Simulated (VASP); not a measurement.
An input for Quantum ESPRESSO's pw.x (written as the equivalent of a VASP run, and not itself run):

```
&CONTROL
  calculation = 'scf'
  pseudo_dir = './pseudo'
  outdir = './out'
  tprnfor = .true.
  tstress = .true.
/
&SYSTEM
  ibrav = 0
  nat = 2
  ntyp = 1
  ecutwfc = 94
  occupations = 'tetrahedra'
  input_dft = 'vdw-df-cx'
/
&ELECTRONS
  conv_thr = 7.3e-09
  electron_maxstep = 100
/
ATOMIC_SPECIES
  Cr 51.996 Cr.upf
CELL_PARAMETERS angstrom
     2.8147930   -0.0000000   -0.0000000
    -0.0000000    2.8147930    0.0000000
    -0.0000000    0.0000000    2.8147930
ATOMIC_POSITIONS crystal
  Cr   0.0000000  0.0000000  0.0000000
  Cr   0.5000000  0.5000000  0.5000000
K_POINTS automatic
  14 14 14 0 0 0
```

### Question
Translate this input to VASP (INCAR, KPOINTS, POSCAR, choice of POTCAR).

### Answer
One answer among several that fit: 
**KPOINTS**
```
Automatic mesh
0
Gamma
14 14 14
0 0 0
```

### POSCAR
```
Cr
1
    2.8147929530    -0.0000000000    -0.0000000000
   -0.0000000000     2.8147929530     0.0000000000
   -0.0000000000     0.0000000000     2.8147929530
Cr
2
Direct
  0.0000000000   0.0000000000   0.0000000000
  0.5000000000   0.5000000000   0.5000000000
```

### INCAR
```
AGGAC = 0.0
ALGO = Normal
EDIFF = 1E-7
ENCUT = 520
GGA = CX
ISIF = 2
ISMEAR = -5
LASPH = T
LCHARG = T
LMAXMIX = 4
LORBIT = 11
LREAL = F
LUSE_VDW = T
LWAVE = F
NEDOS = 601
NELM = 100
PREC = Accurate
SYSTEM = Cr
```

POTCAR, in this order: Cr_pv (PBE.64 set). Program: vasp_std.

Limits of the translation: the potentials are each code's own (VASP's PAW set, PseudoDojo norm-conserving files in pw.x), so ENCUT and ecutwfc are chosen apart and not converted; conv_thr bounds pw.x's estimated SCF error, while EDIFF bounds the energy change between steps.

The compound is Cr in the bcc, AFM order structure. It was relaxed first, which changed the volume by -7 %.
